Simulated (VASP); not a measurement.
MgTe (wurtzite), at 1.04 of the tabulated volume:

```yaml
crystal:
  lattice:
    - [2.30494, -3.99227, 0.00000]
    - [2.30494, 3.99227, 0.00000]
    - [0.00000, 0.00000, 7.48725]
  atoms:
    - { symbol: Mg, position: [0.66667, 0.33333, 0.50000] }
    - { symbol: Mg, position: [0.33333, 0.66667, 0.00000] }
    - { symbol: Te, position: [0.66667, 0.33333, 0.87600] }
    - { symbol: Te, position: [0.33333, 0.66667, 0.37600] }
```

The lowest empty band near Γ, direction in plane, from PBE with spin-orbit coupling in VASP (PAW); its two spin partners are averaged. The gap over the points computed is 2.11 eV, and the next band on that side lies 0.55 eV away at the edge.

Settings: 400 eV cut-off, 6×6×4 Γ-centred mesh, Gaussian smearing of 0.050 eV, potentials Mg Te.

```json
[
 {"distance from the edge in k (1/Å)": "0.012", "distance in energy (meV)": "3.1"},
 {"distance from the edge in k (1/Å)": "0.018", "distance in energy (meV)": "7.1"},
 {"distance from the edge in k (1/Å)": "0.025", "distance in energy (meV)": "13.7"},
 {"distance from the edge in k (1/Å)": "0.035", "distance in energy (meV)": "26.7"},
 {"distance from the edge in k (1/Å)": "0.050", "distance in energy (meV)": "53.7"},
 {"distance from the edge in k (1/Å)": "0.070", "distance in energy (meV)": "102.7"}
]
```

Question: Fit E(1 + αE) = ħ²k²/2m* (ħ²/2m0 = 3.810 eV Å²) and predict the row at 0.095 1/Å.

Answer: Least squares on the energies gives the electron mass m* = 0.173 m0 and α = 0.52 per eV, and so 182.0 meV. The run gave 181.5 meV, -0.5 meV from the fit.

Left out are points under 3 meV from the edge, since the levels carry 0.1 meV, and points farther than half the way to the next band.

The compound is MgTe in the wurtzite structure. The cell was not relaxed at this level.
